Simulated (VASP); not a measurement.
Wanted: the native input for a VASP 6.6.1 run.

| Property | Result |
| --- | --- |
| Task | density of states |
| Functional | PBEsol |
| Potentials or basis | VASP PAW PBE potentials, release 64 (Hf_pv, B) |
| Cutoff | 520 eV |
| k mesh | 12 × 12 × 10 |
| Occupations | gaussian, width 0.05 eV |
| Spin | no spin polarisation |
| Dipole correction | no |
| k mesh for the DOS | 18 × 18 × 15 |
| Occupations for the DOS | tetrahedron |
| Further INCAR settings | ALGO = Normal; EDIFF = 1e-06; NBANDS = 15 |

The system is HfB2.

```
CELL_PARAMETERS angstrom
3.12755 0.00000 0.00000
-1.56377 2.70854 0.00000
0.00000 0.00000 3.44669
ATOMIC_POSITIONS crystal
Hf 0.00000 0.00000 0.00000
B 0.33333 0.66667 0.50000
B 0.66667 0.33333 0.50000
```

The cell comes from a database or a generator and needn't be the stable form of this composition.

These files were run (other wordings do the same):

POSCAR

```
HfB2
1.0
    3.1275495077      0.0000000000      0.0000000000
   -1.5637747538      2.7085373252      0.0000000000
    0.0000000000      0.0000000000      3.4466919363
Hf B
1 2
Direct
    0.0000000000      0.0000000000      0.0000000000
    0.3333333333      0.6666666667      0.5000000000
    0.6666666667      0.3333333333      0.5000000000
```

INCAR.step1

```
SYSTEM = HfB2
PREC = Accurate ; ENCUT = 520
EDIFF = 1E-6 ; ISMEAR = 0
SIGMA = 0.05 ; LREAL = .False.
LASPH = .True. ; NELM = 100
ALGO = Normal ; ISIF = 2
LWAVE = .False. ; LCHARG = .True.
LMAXMIX = 4 ; GGA = PS
NBANDS = 15
```

KPOINTS.step1

```
Automatic mesh
0
Gamma
  12 12 10
  0 0 0
```

INCAR.step2

```
SYSTEM = HfB2
PREC = Accurate ; ENCUT = 520
EDIFF = 1E-6 ; ISMEAR = -5
SIGMA = 0.05 ; LREAL = .False.
LASPH = .True. ; NELM = 100
ALGO = Normal ; ISIF = 2
LWAVE = .False. ; LCHARG = .False.
LMAXMIX = 4 ; GGA = PS
LORBIT = 10 ; NBANDS = 15
NEDOS = 2001 ; ICHARG = 11
```

KPOINTS.step2

```
Automatic mesh
0
Gamma
  18 18 15
  0 0 0
```

Potentials or basis: VASP PAW PBE potentials, release 64 (Hf_pv, B).

Launch:

```sh
$ cat potpaw_PBE.64/Hf_pv/POTCAR potpaw_PBE.64/B/POTCAR > POTCAR
$ cp INCAR.step1 INCAR
$ cp KPOINTS.step1 KPOINTS
$ mpirun -np 1 vasp_std > vasp.out
$ cp INCAR.step2 INCAR
$ cp KPOINTS.step2 KPOINTS
$ mpirun -np 1 vasp_std > vasp.out
```

Results of the run:

| Property | Result |
| --- | --- |
| Valence electrons inside the program's atomic spheres | Hf 8.80; B 1.95 |

Wall time 76 s on 1 thread of Intel(R) Xeon(R) Platinum 8259CL CPU @ 2.50GHz (Skylake/Cascade Lake), with other jobs on the host, peak memory 0.25 GiB.
